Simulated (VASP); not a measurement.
Computed with LDA (Ceperley-Alder, Perdew-Zunger), VASP's LDA PAW potentials (set 64) (plane waves; VASP).

The input files of a VASP run:

INCAR:
```
# general
SYSTEM   =  CeO2
PREC     =  Accurate
ENCUT    =  620
LREAL    =  .FALSE.
LASPH    =  .TRUE.

# electronic loop
EDIFF    =  1E-6
NELM     =  100
ALGO     =  Normal
LMAXMIX  =  6

# smearing
ISMEAR   =  0
SIGMA    =  0.05

# ions
IBRION   =  2
NSW      =  40
ISIF     =  3
EDIFFG   =  -0.02
PSTRESS  =  50

# output
LWAVE    =  .FALSE.
LCHARG   =  .FALSE.
```

File POSCAR:
```
CeO2
1
   -0.0000000000     2.6600348416     2.6600348416
    2.6600348416    -0.0000000000     2.6600348416
    2.6600348416     2.6600348416    -0.0000000000
Ce O
1 2
Direct
  0.0000000000   0.0000000000   0.0000000000
  0.2500000000   0.2500000000   0.2500000000
  0.7500000000   0.7500000000   0.7500000000
```

### KPOINTS
```
Automatic mesh
0
Gamma
7 7 7
0 0 0
```

POTCAR, in this order: Ce O (LDA.64 set). Program: vasp_std.

What VASP printed:

**OSZICAR**
```
       N       E                     dE             d eps       ncg     rms          rms(c)
DAV:   1     0.225487465765E+03    0.22549E+03   -0.13194E+04   648   0.218E+03
DAV:   2     0.506761664637E+01   -0.22042E+03   -0.20948E+03   976   0.316E+02
DAV:   3    -0.327868785606E+02   -0.37854E+02   -0.33648E+02   816   0.144E+02
DAV:   4    -0.341165590343E+02   -0.13297E+01   -0.13294E+01   936   0.304E+01
DAV:   5    -0.341968008012E+02   -0.80242E-01   -0.80237E-01  1072   0.643E+00    0.135E+03
DAV:   6    -0.316079976877E+02    0.25888E+01   -0.83594E+01   920   0.581E+01    0.158E+02
DAV:   7    -0.464991490083E+02   -0.14891E+02   -0.48775E+02   960   0.272E+02    0.773E+02
DAV:   8    -0.429090179849E+02    0.35901E+01   -0.19459E+01   904   0.563E+01    0.553E+02
DAV:   9    -0.353989153961E+02    0.75101E+01   -0.96376E+00   928   0.271E+01    0.561E+02
DAV:  10    -0.364684386600E+02   -0.10695E+01   -0.53285E-01   984   0.757E+00    0.601E+02
DAV:  11    -0.343393957546E+02    0.21290E+01   -0.55655E-01  1048   0.818E+00    0.497E+02
DAV:  12    -0.303646045743E+02    0.39748E+01   -0.44215E+00  1032   0.213E+01    0.297E+02
DAV:  13    -0.294101856549E+02    0.95442E+00   -0.17447E+00  1080   0.119E+01    0.195E+02
DAV:  14    -0.291304898389E+02    0.27970E+00   -0.31034E-01   912   0.558E+00    0.143E+02
DAV:  15    -0.290869216197E+02    0.43568E-01   -0.40343E-02  1032   0.155E+00    0.188E+02
DAV:  16    -0.290165080586E+02    0.70414E-01   -0.56345E+00   960   0.191E+01    0.216E+02
DAV:  17    -0.290082590106E+02    0.82490E-02   -0.68106E+00   960   0.233E+01    0.159E+02
DAV:  18    -0.289173003860E+02    0.90959E-01   -0.32481E+00   944   0.147E+01    0.151E+02
DAV:  19    -0.288855939663E+02    0.31706E-01   -0.21135E+00   960   0.126E+01    0.888E+01
DAV:  20    -0.288633522375E+02    0.22242E-01   -0.87290E-01   952   0.775E+00    0.704E+01
DAV:  21    -0.288484268654E+02    0.14925E-01   -0.32878E-01   952   0.494E+00    0.283E+01
DAV:  22    -0.288477830618E+02    0.64380E-03   -0.89117E-02   976   0.252E+00    0.235E+01
DAV:  23    -0.288455385498E+02    0.22445E-02   -0.26470E-02   960   0.142E+00    0.454E+00
DAV:  24    -0.288456899547E+02   -0.15140E-03   -0.32778E-03  1008   0.495E-01    0.608E+00
DAV:  25    -0.288455209261E+02    0.16903E-03   -0.12974E-03   944   0.318E-01    0.892E-02
DAV:  26    -0.288455248017E+02   -0.38756E-05   -0.26743E-05   960   0.473E-02    0.812E-01
DAV:  27    -0.288455219711E+02    0.28306E-05   -0.10311E-05   808   0.291E-02    0.192E-01
DAV:  28    -0.288455217053E+02    0.26576E-06   -0.15994E-05   904   0.313E-02    0.313E-01
DAV:  29    -0.288455213769E+02    0.32843E-06   -0.35510E-06   640   0.178E-02
   1 F= -.27670755E+02 E0= -.27670755E+02  d E =-.276708E+02
```

OUTCAR:
```
------------------------ aborting loop because EDIFF is reached ----------------------------------------
  FORCE on cell =-STRESS in cart. coord.  units (eV):
  Direction    XX          YY          ZZ          XY          YZ          ZX
  --------------------------------------------------------------------------------------
  Total        1.1627469      1.1627469      1.1627469      0.0000000      0.0000000     -0.0000000
  in kB       49.4884461     49.4884461     49.4884461      0.0000000      0.0000000     -0.0000000
  external PRESSURE =      -0.5115539 kB  Pullay stress =      50.0000000 kB
  volume of cell :       37.64
      direct lattice vectors                 reciprocal lattice vectors
     0.000000000  2.660034842  2.660034842    -0.187967463  0.187967463  0.187967463
     2.660034842  0.000000000  2.660034842     0.187967463 -0.187967463  0.187967463
     2.660034842  2.660034842  0.000000000     0.187967463  0.187967463 -0.187967463
 POSITION                                       TOTAL-FORCE (eV/Angst)
 -----------------------------------------------------------------------------------
      0.00000      0.00000      0.00000         0.000000     -0.000000      0.000000
      1.33002      1.33002      1.33002        -0.000000     -0.000000     -0.000000
      3.99005      3.99005      3.99005         0.000000      0.000000      0.000000
 -----------------------------------------------------------------------------------
    total drift:                                0.000000     -0.000000      0.000000
  FREE ENERGIE OF THE ION-ELECTRON SYSTEM (eV)
  ---------------------------------------------------
  free  energy   TOTEN  =       -28.8455213769 eV

  energy  without entropy=      -28.8455213769  energy(sigma->0) =      -28.84552138
  enthalpy is  TOTEN    =       -27.6707553112 eV   P V=        1.1747660657

 reached required accuracy - stopping structural energy minimisation
```
(Selected blocks of OUTCAR.)

The compound is CeO2 in the fluorite structure. It was relaxed first under an external pressure of 5 GPa. The run is not spin-polarised, so no magnetic state was tried.
